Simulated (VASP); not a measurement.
Output of a VASP run:

File OSZICAR:
```
       N       E                     dE             d eps       ncg     rms           ort
DAV:   1     0.310963215818E+02    0.31096E+02   -0.49689E+03  1305   0.202E+03
DAV:   2    -0.428581485570E+01   -0.35382E+02   -0.33765E+02  1305   0.182E+02
DAV:   3    -0.462621961869E+01   -0.34040E+00   -0.33978E+00  1305   0.255E+01
DAV:   4    -0.462832506582E+01   -0.21054E-02   -0.21052E-02  1305   0.176E+00
DAV:   5    -0.462834935808E+01   -0.24292E-04   -0.24293E-04  1305   0.154E-01
SDA:   6    -0.718918195017E+00    0.39094E+01   -0.24293E-04  1305   0.307E+02   0.000E+00
CGA:   7    -0.322178891296E+01   -0.25029E+01   -0.25768E+01  1305   0.115E+01  -0.667E+00
CGA:   8    -0.370673160099E+01   -0.48494E+00   -0.48479E+00  1305   0.740E-01   0.301E-01
CGA:   9    -0.372142401326E+01   -0.14692E-01   -0.14688E-01  1305   0.214E-01  -0.941E-04
CGA:  10    -0.372509747773E+01   -0.36735E-02   -0.36751E-02  1305   0.466E-02   0.256E-04
CGA:  11    -0.372682299839E+01   -0.17255E-02   -0.17209E-02  1305   0.383E-03   0.285E-04
CGA:  12    -0.372691472141E+01   -0.91723E-04   -0.91700E-04  1305   0.569E-04   0.152E-05
CGA:  13    -0.372692423214E+01   -0.95107E-05   -0.94861E-05  1305   0.147E-04  -0.416E-06
CGA:  14    -0.372692942861E+01   -0.51965E-05   -0.52800E-05  1305   0.250E-05  -0.577E-06
CGA:  15    -0.372693022081E+01   -0.79220E-06   -0.80698E-06  1305   0.287E-06  -0.131E-06
   1 F= -.37269302E+01 E0= -.37268894E+01  d E =-.122480E-03
```

### OUTCAR
```
------------------------ aborting loop because EDIFF is reached ----------------------------------------
  FORCE on cell =-STRESS in cart. coord.  units (eV):
  Direction    XX          YY          ZZ          XY          YZ          ZX
  --------------------------------------------------------------------------------------
  Total        0.1632630      0.1632630      0.1632630      0.0000000     -0.0000000      0.0000000
  in kB       22.2400939     22.2400939     22.2400939      0.0000000     -0.0000000      0.0000000
  external PRESSURE =      22.2400939 kB  Pullay stress =       0.0000000 kB
  volume of cell :       11.76
      direct lattice vectors                 reciprocal lattice vectors
     0.000000000  1.805000000  1.805000000    -0.277008310  0.277008310  0.277008310
     1.805000000  0.000000000  1.805000000     0.277008310 -0.277008310  0.277008310
     1.805000000  1.805000000  0.000000000     0.277008310  0.277008310 -0.277008310
 POSITION                                       TOTAL-FORCE (eV/Angst)
 -----------------------------------------------------------------------------------
      0.00000      0.00000      0.00000         0.000000      0.000000     -0.000000
 -----------------------------------------------------------------------------------
    total drift:                                0.000000     -0.000000      0.000000
  FREE ENERGIE OF THE ION-ELECTRON SYSTEM (eV)
  ---------------------------------------------------
  free  energy   TOTEN  =        -3.7269302208 eV

  energy  without entropy=       -3.7268077409  energy(sigma->0) =       -3.72688939
```
(Selected blocks of OUTCAR.)

File POSCAR:
```
Cu
1
    0.0000000000     1.8050000000     1.8050000000
    1.8050000000     0.0000000000     1.8050000000
    1.8050000000     1.8050000000     0.0000000000
Cu
1
Direct
  0.0000000000   0.0000000000   0.0000000000
```

### Question
Write an INCAR and KPOINTS that could have produced this output.

### Answer
Several could match; the one computed here: the input of the run itself, PBE GGA, plane waves, VASP's PBE PAW potentials (set 64).

INCAR:
```
# general
SYSTEM =Cu
PREC   =Accurate
ENCUT  =400
LREAL  =.FALSE.
LASPH  =.TRUE.

# electronic loop
EDIFF  =1E-6
NELM   =100
ALGO   =Conjugate
LMAXMIX=4

# smearing
ISMEAR =1
SIGMA  =0.1

# functional
GGA    =PE

# ions
ISIF   =2

# output
LWAVE  =.FALSE.
LCHARG =.FALSE.
```

File KPOINTS:
```
Automatic mesh
0
Gamma
16 16 16
0 0 0
```

POTCAR, in this order: Cu (PBE.64 set). Program: vasp_std.

The compound is Cu in the fcc structure. The cell was not relaxed at this level. The run is one of a series of settings (ALGO = Conjugate against the base run), some of them coarse on purpose.
